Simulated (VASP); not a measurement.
Given:

```
CELL_PARAMETERS angstrom
      1.81500    -3.14367     0.00000
      1.81500     3.14367     0.00000
      0.00000     0.00000     5.78000
ATOMIC_POSITIONS crystal
  Gd 0.33333 0.66667 0.25000
  Gd 0.66667 0.33333 0.75000
```

Level of theory: revPBE GGA, VASP's PBE PAW potentials (set 64) (plane waves; VASP). Settings: 520 eV cut-off, 10×10×6 Γ-centred mesh, first-order Methfessel-Paxton smearing of 0.10 eV, potentials Gd_3.

The 4f electrons are frozen in the core of the lanthanide potential, so 4f levels, which can set the real gap, and their magnetism are missing. Energy and stress use the plane-wave basis of the starting cell.

**Question.** The ions, cell shape and volume are relaxed. Give the cell that the relaxation ends in.

**Answer.** 
```
CELL_PARAMETERS angstrom
      1.85181    -3.20744     0.00000
      1.85181     3.20744     0.00000
      0.00000     0.00000     5.74947
ATOMIC_POSITIONS crystal
  Gd 0.33333 0.66667 0.25000
  Gd 0.66667 0.33333 0.75000
```
Space group P6_3/mmc (194), at a tolerance of 0.03 Å.

**Question.** How do energy and volume change from the first to the last step?

**Answer.** The energy (σ→0) changes by -5.7 meV/atom and the volume by +3.5 %, in 7 ionic steps.

The compound is Gd in the hcp structure. This run relaxes it. Symmetry was kept, so distortions that lower it aren't found.
